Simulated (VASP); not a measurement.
Input:

```
CELL_PARAMETERS angstrom
      0.00000     2.49107     2.49107
      2.49107     0.00000     2.49107
      2.49107     2.49107     0.00000
ATOMIC_POSITIONS crystal
  Hf 0.00000 0.00000 0.00000
  O  0.25000 0.25000 0.25000
  O  0.75000 0.75000 0.75000
```

The numbers are results of LDA (Ceperley-Alder, Perdew-Zunger), VASP's LDA PAW potentials (set 64) (plane waves; VASP), not measurements. Settings: 520 eV cut-off, Gaussian smearing of 0.050 eV, potentials Hf_pv O.

Unless said otherwise, spin-orbit coupling is left out, though it shifts the bands of the heavy elements here.

Task: Give the energies of bands 6 to 14 at the high-symmetry points, in eV from the valence-band maximum.

Result: 
```
band      Γ      X      U      L      W
----  -----  -----  -----  -----  -----
6     -5.74  -6.92  -6.20  -4.66  -5.61
7     -5.74  -3.60  -4.24  -4.66  -5.40
8     -5.74  -3.60  -3.51  -3.14  -2.69
9     -0.64  -1.64  -2.42  -2.87  -2.69
10    -0.64  -1.64  -1.37  -1.90  -1.49
11    -0.64   0.00  -0.36  -1.90  -0.23
12     3.80   3.73   4.32   4.61   4.86
13     3.80   5.60   5.53   4.61   5.22
14     6.11   7.09   7.34   7.44   7.49
```

The gap is direct, 3.73 eV, from the valence maximum at X to the conduction minimum at X.

The compound is HfO2 in the fluorite structure, the high-temperature cubic form, which is unstable at 0 K; the monoclinic form is the stable one. It was relaxed first, which changed the volume by -6 %.
